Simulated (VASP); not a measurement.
VASP input:

### KPOINTS
```
Automatic mesh
0
Gamma
19 19 19
0 0 0
```

**INCAR**
```
ALGO = Normal
EDIFF = 1E-6
ENCUT = 300
GGA = PE
ISIF = 2
ISMEAR = -1
LASPH = .True.
LCHARG = .False.
LMAXMIX = 4
LREAL = .False.
LWAVE = .False.
NELM = 100
PREC = Accurate
SIGMA = 0.1
SYSTEM = In
```

File POSCAR:
```
In
1
   -1.6052890000     1.6052890000     2.4555070000
    1.6052890000    -1.6052890000     2.4555070000
    1.6052890000     1.6052890000    -2.4555070000
In
1
Direct
  0.0000000000   0.0000000000   0.0000000000
```

POTCAR, in this order: In_d (PBE.64 set). Program: vasp_std.

**Question.** Translate this PBE calculation to Ansatz.

**Answer.** One equivalent input (not run):
Ansatz 0.2 input:
```yaml
crystal:
  lattice:
    - [-1.6052890, 1.6052890, 2.4555070]
    - [1.6052890, -1.6052890, 2.4555070]
    - [1.6052890, 1.6052890, -2.4555070]
  atoms:
    - { symbol: In, position: [0.0000000, 0.0000000, 0.0000000] }
kpoints:
  mp_grid: { grid: [19, 19, 19] }
hamiltonian:
  xc: pbe
  pseudopotentials: { kind: paw }
scf:
  occupations: { method: fermi_dirac, width: 0.1 }
  max_iter: 100
output: { forces: true, stress: true, eigenvalues: true }
```
Limits of the translation: each code has its own PAW files, so the cut-off isn't converted (ENCUT is set for VASP's; basis.ecutwfc is left out, and Ansatz then takes the one that its files recommend); Ansatz stops its SCF on the density residual and VASP on the energy change (EDIFF).

The structure comes from a computed database's In entry; how it stands against other phases isn't given here. The cell was not relaxed at this level.
